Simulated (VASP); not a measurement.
Crystal: InH.

```xyz
2
Lattice="0.0000 2.5656 2.5656 2.5656 0.0000 2.5656 2.5656 2.5656 0.0000" Properties=species:S:1:pos:R:3 pbc="T T T"
In    0.0000    0.0000    0.0000
H     2.5656    2.5656    2.5656
```

The cell was built by a generator and needn't be a form met in nature.

| Item | Value |
| --- | --- |
| Program | VASP 6.6.1 |
| Task | relaxation of cell and atoms |
| Functional | PBE |
| Potentials or basis | VASP PAW PBE potentials, release 64 (In_d, H) |
| Cutoff | 600 eV |
| k mesh | 11 × 11 × 11 |
| Occupations | fermi-dirac, width 0.1 eV |
| Spin | no spin polarisation |

At the start: pressure -1.7 GPa; volume 16.89 Å³/atom.

How do energy, volume and symmetry change on relaxing?

Over 4 steps the energy falls by 5.4 meV/atom and the volume is 15.92 Å³/atom (-5.7 %); space group Fm-3m (No. 225, to 0.05 Å).

Step by step:
| step | energy change (eV) | largest force (eV/Å) | pressure (GPa) | volume (Å³) |
| --- | --- | --- | --- | --- |
| 1 | 0.0000 | 0.0000 | -1.67 | 33.78 |
| 2 | -0.0072 | 0.0000 | -1.02 | 32.92 |
| 3 | -0.0107 | 0.0000 | -0.14 | 31.99 |
| 4 | -0.0108 | 0.0000 | 0.00 | 31.84 |

Final structure:
```
In H
1.0
     0.00000    2.51567    2.51567
     2.51567    0.00000    2.51567
     2.51567    2.51567    0.00000
In H
1 1
Cartesian
  2.5157 5.0313 2.5157
  2.5157 2.5157 2.5157
```
